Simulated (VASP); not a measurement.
These are PBEsol GGA, VASP's PBE PAW potentials (set 64) (plane waves; VASP) values and carry that method's errors.

VASP ran on this input.

**POSCAR**
```
FeGe
1
    4.5600362768     0.0000000000     0.0000000000
    0.0000000000     4.5600362768     0.0000000000
    0.0000000000     0.0000000000     4.5600362768
Fe Ge
4 4
Direct
  0.8623651564   0.6376348436   0.3623651564
  0.3623651564   0.8623651564   0.6376348436
  0.1376348436   0.1376348436   0.1376348436
  0.6376348436   0.3623651564   0.8623651564
  0.1576970121   0.3423029879   0.6576970121
  0.6576970121   0.1576970121   0.3423029879
  0.8423029879   0.8423029879   0.8423029879
  0.3423029879   0.6576970121   0.1576970121
```

**INCAR**
```
# general
SYSTEM  = FeGe
PREC    = Accurate
ENCUT   = 500
LREAL   = .FALSE.   # projection in real space or not
LASPH   = .TRUE.   # aspherical one-centre terms

# electronic loop
EDIFF   = 1E-6   # SCF stop (eV)
NELM    = 100   # most electronic steps
ALGO    = Normal
LMAXMIX = 4

# smearing
ISMEAR  = 1   # Methfessel-Paxton
SIGMA   = 0.1

# functional
GGA     = PS

# spin
ISPIN   = 2   # spin-polarised
MAGMOM  = 4*1.1 4*-0.1

# ions
IBRION  = 2
NSW     = 40
ISIF    = 3   # ions, shape and volume
EDIFFG  = -0.02
PSTRESS = 100

# output
LWAVE   = .FALSE.
LCHARG  = .FALSE.
LORBIT  = 10
```

**KPOINTS**
```
Regular mesh
0
gamma
 7 7 7
0 0 0
```

POTCAR, in this order: Fe Ge_d (PBE.64 set). Program: vasp_std.

Energy and stress use the plane-wave basis of the starting cell.

### Question
Predict the energy per atom (σ→0), cell moment, volume per atom, band gap (on the k-mesh).

### Answer

```yaml
energy per atom (σ→0): -7116 meV/atom
cell_moment: 3.95 μB
band gap (on the k-mesh): none (metal, semimetal or under 0.01 eV)
volume_per_atom: 11.59 Å³/atom
```

File OSZICAR:
```
...
       N       E                     dE             d eps       ncg     rms          rms(c)
DAV:   1    -0.569256772481E+02    0.21133E-02   -0.17006E-01  5956   0.171E+00    0.142E-01
DAV:   2    -0.569259135676E+02   -0.23632E-03   -0.25909E-03  6652   0.363E-01    0.752E-02
DAV:   3    -0.569259118889E+02    0.16787E-05   -0.14967E-04  6256   0.121E-01    0.380E-02
DAV:   4    -0.569258925582E+02    0.19331E-04   -0.10238E-04  6520   0.945E-02    0.296E-02
DAV:   5    -0.569258835567E+02    0.90015E-05   -0.23333E-05  5640   0.484E-02    0.748E-03
DAV:   6    -0.569258833895E+02    0.16723E-06   -0.43761E-06  5086   0.191E-02
   6 F= -.51137973E+02 E0= -.51138349E+02  d E =-.142505E-02  mag=     3.9519
```

The compound is FeGe in the B20 structure. This run relaxes it under an external pressure of 10 GPa. Symmetry was kept, so distortions that lower it aren't found.
